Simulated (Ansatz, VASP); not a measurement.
# HfC in two plane-wave programs, part 2 of 2

Aim: how closely do two programs agree when they are given the same cell, functional and k mesh? The cell is taken from a series of runs on this material, whose earlier steps may have relaxed, scaled, displaced or heated it; both programs get it as it stands.

VASP 6.6.1 and Ansatz 0.2.0.

So far: Set-up; VASP: zone-centre phonons, LDA.

## Step 3: Ansatz: zone-centre phonons, LDA

Level of this step: Ansatz beside VASP: Kohn-Sham DFT, plane waves, LDA (Ansatz).

Ansatz runs on its PAW soft_1 files.

The same cell, functional (in two slightly different forms), mesh and smearing now go to Ansatz, which takes its cutoff from its data sets.

File input.yaml:

```yaml
crystal:
  lattice:
    - [0.0, 2.3019836568, 2.1949176939]
    - [2.3019836568, 0.0, 2.1949176939]
    - [2.3019836568, 2.3019836568, 0.0]
  atoms:
    - { symbol: C, position: [0.0, 0.0, 0.0] }
    - { symbol: Hf, position: [0.5, 0.5, 0.5] }
kpoints:
  mp_grid: { grid: [16, 16, 16] }
hamiltonian:
  xc: lda
  pseudopotentials: { kind: paw, azcp: { folder: soft_1 }, xc_functional: pbe }
scf:
  occupations: { method: methfessel_paxton, width: 0.2 }
output:
  eigenvalues: true
phonons:
  method: dfpt
```

Started as:

```sh
ansatz run input.yaml --threads 4 --pin off --max-ram 10240MiB --backend cpu --events-out ev --progress --plain --runs-dir out
```

Numbers of over 12 decimals in the logs are rounded to 6 here.

Output:

```text
zone centre: on kpoints.mp_grid the ground state, and the responses unless they are solved on pairs of k-points, stand on 621 of the mesh's 4096 k-points, reduced under 8 symmetry operations, with k and −k counted as one. Each operation leaves every solved displacement unchanged or reverses it
Engine: ansatz 0.2.0, aarch64-unknown-linux-gnu
Pseudopotentials: kind: paw
Pseudopotential: C, paw, valence charge 4, recommended cutoff 420 eV (normal), soft_1/C.paw.azcp
Pseudopotential: Hf, paw, valence charge 26, recommended cutoff 420 eV (normal), soft_1/Hf.paw.azcp
Functional definition: SPW92
  exchange = slater_x
  correlation = pw_c
Crystal: 2 atoms, lattice volume = 23.262 Å³
Basis set: ecut = 420 eV, 459 PW (Γ), exchange–correlation on 48×48×48 points (8 copies of the dense FFT grid, shifted against one another)
Bands: 19, of which v1, the nominal top of the filled ones, is band 15 counted from 1 (14 counted from 0)
Symmetry: 16 space group operations
k-points: 621 of 4096 (irreducible under 8 space group operations)
Non-local potential: C, projectors of the file, l = 0: 2, l = 1: 2, l = 2: 1
Non-local potential: Hf, projectors of the file, l = 0: 3, l = 1: 2, l = 2: 2, l = 3: 3
PAW form: soft (Blöchl's): semilocal exchange-correlation on the pseudo side does not see the compensation charge
PAW frozen core: C, regenerated for the run's functional, and the local potential with it (the file was generated under x = pbe(κ = 0.804, μ = 0.219515), c = pbe(β = 0.066725))
PAW frozen core: Hf, regenerated for the run's functional, and the local potential with it (the file was generated under x = pbe(κ = 0.804, μ = 0.219515), c = pbe(β = 0.066725))
PAW one-centre angular grid: C, 110 points (default); XC on 64 Gauss nodes
PAW one-centre angular grid: Hf, 590 points (default); XC on 64 Gauss nodes
Initial density: superposition of atomic densities (chi_scale 0.1, normalization cell, long waves kept (reshape's long-wave potential 0.00 eV rms))
Initial wavefunctions: pseudopotential atomic-orbital guess
Functional: x = slater, c = lda
SCF iter   1: F=—  HF=-15723.116810 eV  |F-HF|=—  |Δ(HF+E_count)|=         —  Δρ=9.55e-2  dr2=2.79e0  ethr=3.10e-3  ⟨swp⟩=4.8  Hψ=51185  notcnv=0
preconditioner: auto → Kerker (q_TF=auto, 2.846 Å⁻¹)  [metal: Δε(μ)=0.048 eV  Ē_g=17.797 eV  σ=0.200 eV  W_gap=0.20  n_scr=12 (ndim 8)  ℏωp=40.7 eV  f_vac=0.000  D(μ)=0.19/eV (n_scr^D=0)]
SCF iter   2: F=—  HF=-15722.511836 eV  |F-HF|=—  |Δ(HF+E_count)|=   6.05e-1  S|Δr|=    0.00e0  Δρ=3.41e-2  dr2=2.75e-1  ethr=3.10e-3  ⟨swp⟩=2.1  Hψ=20551  notcnv=0
SCF iter   3: F=—  HF=-15722.445756 eV  |F-HF|=—  |Δ(HF+E_count)|=   6.61e-2  S|Δr|=    0.00e0  Δρ=1.38e-2  dr2=2.71e-2  ethr=9.17e-4  ⟨swp⟩=2.0  Hψ=21587  notcnv=0
SCF iter   4: F=—  HF=-15722.439995 eV  |F-HF|=—  |Δ(HF+E_count)|=   5.76e-3  S|Δr|=    0.00e0  Δρ=7.63e-3  dr2=6.79e-3  ethr=9.03e-5  ⟨swp⟩=2.1  Hψ=20913  notcnv=0
SCF iter   5: F=—  HF=-15722.439053 eV  |F-HF|=—  |Δ(HF+E_count)|=   9.42e-4  S|Δr|=    0.00e0  Δρ=1.49e-3  dr2=3.00e-4  ethr=2.26e-5  ⟨swp⟩=2.0  Hψ=18230  notcnv=0
SCF iter   6: F=—  HF=-15722.438927 eV  |F-HF|=—  |Δ(HF+E_count)|=   1.26e-4  S|Δr|=    0.00e0  Δρ=3.07e-4  dr2=2.26e-5  ethr=9.98e-7  ⟨swp⟩=2.3  Hψ=20585  notcnv=0
SCF iter   7: F=—  HF=-15722.438927 eV  |F-HF|=—  |Δ(HF+E_count)|=   9.92e-8  S|Δr|=    0.00e0  Δρ=8.72e-5  dr2=1.26e-6  ethr=7.52e-8  ⟨swp⟩=2.2  Hψ=21547  notcnv=0
SCF iter   8: F=—  HF=-15722.438927 eV  |F-HF|=—  |Δ(HF+E_count)|=   9.44e-7  S|Δr|=    0.00e0  Δρ=1.48e-5  dr2=3.32e-8  ethr=4.20e-9  ⟨swp⟩=2.6  Hψ=22002  notcnv=0
SCF iter   9: F=—  HF=-15722.438928 eV  |F-HF|=—  |Δ(HF+E_count)|=   2.32e-9  S|Δr|=    0.00e0  Δρ=2.61e-6  dr2=1.20e-9  ethr=1.11e-10  ⟨swp⟩=2.5  Hψ=20712  notcnv=0
SCF iter  10: F=—  HF=-15722.438928 eV  |F-HF|=—  |Δ(HF+E_count)|=  1.04e-10  S|Δr|=    0.00e0  Δρ=2.31e-7  dr2=9.67e-12  ethr=1.00e-12  ⟨swp⟩=6.8  Hψ=81175  notcnv=0
SCF iter  11: F=-15722.438928 eV  HF=-15722.438928 eV  |F-HF|=3.64e-12  |Δ(HF+E_count)|=  1.82e-12  S|Δr|=    0.00e0  Δρ=4.67e-8  dr2=3.44e-13  ethr=1.00e-12  ⟨swp⟩=6.4  Hψ=60715  notcnv=0
SCF 1 converged in 11 iterations: F = -15722.438928 eV  dr2 = 3.44e-13
  greatest PAW one-centre occupation: 0.998 electrons in one spin orbital (limit 2), on the Hf atom at site 1 (counted from 0), in its partial waves of l = 3
DFPT response loops at Γ: preconditioner auto → Kerker (q_TF=auto, 2.846 Å⁻¹) (partly filled bands, converged f_vac=0.000); β = 1.00, the filter's whole step (`scf.mixing.beta` (0.50) is not read by the response loops under this deck's `scf.mixing.preconditioner`; to damp them name `kerker` or `kerker_dos`, under which they read `scf.mixing.beta`, and type it under 1.00, their step now; both keys bind the ground state too); Broyden in place of MSR1
SCF converged after 11 iterations
Stability not checked: this state was not tested for a lower state beside it, because cold or Methfessel-Paxton smearing, or corrected tetrahedra, fill the levels in a way that the test cannot read (fill_not_monotonic; see scf.lower_state_search)
Free energy (F): -15722.438928 eV
Harris-Foulkes:  -15722.438928 eV  (|F-HF|=3.64e-12)
Internal energy: -15722.439269 eV  (E = F + TS)
E sigma→0 (E₀):  -15722.439013 eV
Entropy (-TS):   0.000341 eV (0.171 meV/atom)
Fermi energy:    19.888235 eV
Step filling:    the computed levels leave a gap of 0.0067 eV = 0.0 smearing widths at the electron count; against every level under it full and every level over it empty, smearing changes F+E_penalty+E_count by +0.216 meV and its σ→0 estimate by +0.130 meV
--- Per-component energies (eV) ---
  E_band       = 108.899880
  E_kinetic    = 499.871553
  E_local      = -6029.771702  (includes V_loc(G=0)·N_el)
  E_nonlocal   = 99.803435
  E_hartree    = 2967.852965
  E_xc         = -313.809662
  E_vxc        = -316.318644  (∫ρ·V_xc dr)
  E_paw        = -7549.296022  (= ΣΔE_a)
  E_vpaw       = -80.390775  (= ΣTr[D̂ρ^β])
  E_aug_tail   = 0.000113  (compensation charges beyond the density's cutoff)
  E_ewald      = -5399.609868
  E_core_change = 2.519920  (= ΣΔE_core)
  E_smearing   = 0.000341  (= −TS)
  E_closure    = -0.000000  (closes the sum)
  Σ components = -15722.438928   (vs F -15722.438928, Δ=0.00e0)
--- Band table (eV; the first three rows and the last of 621) ---
  k-point 0: bands = [... 11 lower, 9.1680, 20.8770, 20.8770, 20.9636, 20.9636, 21.2052, 21.5081, 23.0257]
  k-point 1: bands = [... 11 lower, 9.1664, 20.0673, 20.2186, 20.5189, 21.2886, 21.5178, 21.8507, 23.5830]
  k-point 2: bands = [... 11 lower, 9.1652, 18.9857, 19.3451, 19.6426, 21.6732, 21.8651, 22.2837, 24.7337]
  k-point 620: bands = [... 11 lower, 9.2411, 17.6401, 17.8096, 19.7043, 19.7043, 25.5452, 27.0382, 27.0382]
--- Phonons (Γ-DFPT): 4 representative perturbations + reference, on 621 of 4096 k-points (Σ response iterations 12) ---
  k mesh reduced under 8 symmetry operations, with k and −k counted as one. Each operation leaves every solved displacement unchanged or reverses it
  ASR residual: 1.551e-5 → 0.000e0 eV/Å²; symmetrization residual: 1.068e-6 eV/Å²
  ASR residual per site (eV/Å²): 1.55e-5 9.06e-6
  Γ frequencies (cm⁻¹): 0.00 0.00 0.00 429.35 429.35 601.13
  non-analytic LO–TO correction: not included (Born effective charges unavailable; polar crystals: no LO–TO splitting at Γ)
```

## Step 4: Comparison

Known differences besides the potentials themselves: the data sets hold 30 valence electrons in Ansatz (on its PAW soft_1 files) and 14 in VASP; the cutoff is 420 eV in Ansatz and 600 eV in VASP; VASP's log shows a relativistic correction to its local exchange, Ansatz's none. Total energies have different zeros and are not compared.

Both answers:

```tsv
quantity	Ansatz	VASP	difference
optical mode 1 to 2 (cm⁻¹)	429.4	424.8	+1.07 %
optical mode 3 (cm⁻¹)	601.1	603.5	-0.39 %
```

Modes are paired by rising frequency, not by their patterns, so a pair may set unlike modes beside each other; they are those without the splitting of longitudinal modes.

## Step 5: What came out

| Item | Value |
| --- | --- |
| r.m.s. difference of the optical zone-centre modes, each program's sorted by frequency (zone-centre phonons, LDA) | 4.0 cm⁻¹ |
| difference in optical mode 1 to 2 (zone-centre phonons, LDA) | +1.1 % |

In words: The r.m.s. difference of the optical zone-centre modes, each program's sorted by frequency is 4.0 cm⁻¹ (zone-centre phonons, LDA). The data sets hold unlike numbers of valence electrons (30 in Ansatz and 14 in VASP), so part of the differences comes from the potentials. Among the rows given in per cent, the largest difference of the zone-centre phonons, LDA pair is in optical mode 1 to 2, +1.1 %. Such differences can come from data sets, numerical settings and the points named under the comparisons, not from the functional's error against experiment.

[Lines on the potential files, build, host, timing and source positions are cut from VASP's logs without a mark.]

[Logs are printed without paths, hosts, clocks, repeated set-up lines and the standing remarks that a program may print on its own settings, such as how far it seeks lower states.]

[Hosts, paths, dates, database ids (printed as entryN), source tags and the programs' standing remarks are cut or masked in the printed files.]
